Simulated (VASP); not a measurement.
Computed with vdW-DF-cx, VASP's PBE PAW potentials (set 64) (plane waves; VASP).

A VASP calculation is set up with these files.

### KPOINTS
```
kpoints
0
Gamma
 12 12 12
```

### INCAR
```
# general
SYSTEM    =  CuZn
PREC      =  Accurate
ENCUT     =  520
LREAL     =  .FALSE.
LASPH     =  .TRUE.

# electronic loop
EDIFF     =  1E-7
NELM      =  100
ALGO      =  Normal
LMAXMIX   =  4

# smearing
ISMEAR    =  1
SIGMA     =  0.1

# functional
GGA       =  CX
LUSE_VDW  =  .TRUE.
AGGAC     =  0.0

# ions
ISIF      =  2

# output
LWAVE     =  .FALSE.
LCHARG    =  .FALSE.
```

POSCAR:
```
CuZn
1
    2.9515715051     0.0000000000     0.0000000000
    0.0000000000     2.9515715051     0.0000000000
    0.0000000000     0.0000000000     2.9515715051
Zn Cu
1 1
Direct
  0.5000000000   0.5000000000   0.5000000000
  0.0000000000   0.0000000000   0.0000000000
```

POTCAR, in this order: Zn Cu (PBE.64 set). Program: vasp_std.

Predict the energy per atom (σ→0), pressure, band gap (on the k-mesh).

- energy per atom (σ→0): 28.2 kJ/mol of atoms
- band gap (on the k-mesh): none (metal, semimetal or under 0.01 eV)
- pressure: -3.21 GPa

File OSZICAR:
```
...
DAV:   7     0.579733863534E+00    0.97748E+00   -0.40239E+00  2674   0.108E+02    0.219E+00
DAV:   8     0.575001231253E+00   -0.47326E-02   -0.21644E-01  3420   0.677E+00    0.128E+00
DAV:   9     0.584476295774E+00    0.94751E-02   -0.21853E-02  3100   0.385E+00    0.540E-02
DAV:  10     0.584465534481E+00   -0.10761E-04   -0.60295E-04  3723   0.445E-01    0.250E-02
DAV:  11     0.584459433011E+00   -0.61015E-05   -0.14080E-05  3687   0.774E-02    0.126E-02
DAV:  12     0.584459985272E+00    0.55226E-06   -0.10723E-06  3781   0.257E-02    0.244E-03
DAV:  13     0.584459937395E+00   -0.47878E-07   -0.10968E-07  1935   0.101E-02
   1 F= 0.58445994E+00 E0= 0.58442013E+00  d E =0.119430E-03
```

The compound is CuZn in the CsCl type structure. This cell is one point of a volume scan, at 1.03 of the reference volume. The electron count is odd and the run is not spin-polarised, which forces a metal.
